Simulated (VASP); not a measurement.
A cell of Rb2S (relaxed from the CdI2 structure, space group P-3m1) near equilibrium:

```xyz
3
Lattice="5.0396 0.0000 0.0000 -2.5198 4.3644 0.0000 0.0000 0.0000 5.9296" Properties=species:S:1:pos:R:3 pbc="T T T"
S     -2.5198     4.3644     0.0000
Rb     0.0000     2.9096     1.3530
Rb     2.5198     1.4548     4.5766
```

Level of theory: PBEsol GGA, VASP's PBE PAW potentials (set 64) (plane waves; VASP).

| run | ΔE (meV/atom) | σxx | σyy | σzz | largest shear component, with its sign (GPa) | largest force (eV/Å) | gap (eV) |
|---|---|---|---|---|---|---|---|
| as it is | 0.0 | -0.05 | -0.05 | -0.07 | 0.00 | 0.017 | 1.33 |
| after one change | 13.2 | 1.92 | 1.00 | 0.80 | -0.33 | 0.226 | 1.46 |
Stress is in GPa, positive when the cell is compressed; gaps are those on the k-mesh, and 0.00 means metallic.

Q: What was changed between the two runs?
A) shear strain γ_yz = -2.0 %
B) atom 1 (S) moved by 0.150 Å along y
C) biaxial strain of -4.0 % in the xz plane
D) shear strain γ_xy = -1.0 % with the ions relaxed

A: C, biaxial strain of -4.0 % in the xz plane

The structure was generated: Rb2S was put into the CdI2 type (P-3m1), which need not be its known phase.
